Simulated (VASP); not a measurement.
Given:

```
CELL_PARAMETERS angstrom
      3.96887    -2.20797    -0.02840
      3.96887     2.20797    -0.02840
      2.76650     0.00000     3.60199
ATOMIC_POSITIONS crystal
  Sb 0.23551 0.23551 0.23551
  Sb 0.76449 0.76449 0.76449
```

Method: PBEsol GGA, VASP's PBE PAW potentials (set 64) (plane waves; VASP 6.6.1). Settings: 520 eV cut-off, 8×8×8 Γ-centred mesh, Gaussian smearing of 0.050 eV, potentials Sb.

Q: The ions and cell shape at fixed volume are relaxed. Give the cell that the relaxation ends in.

A: 
```
CELL_PARAMETERS angstrom
      4.02512    -2.18977     0.00130
      4.02512     2.18977     0.00130
      2.83266     0.00000     3.60177
ATOMIC_POSITIONS crystal
  Sb 0.23251 0.23251 0.23251
  Sb 0.76749 0.76749 0.76749
```
Space group R-3m (166), at a tolerance of 0.03 Å.

Q: How much energy does the relaxation gain?

A: The energy (σ→0) changes by -5.3 meV/atom, in 6 ionic steps.

The compound is Sb in the a7 structure. This cell is one point of a volume scan, at 1.06 of the reference volume. Symmetry was kept, so distortions that lower it aren't found.
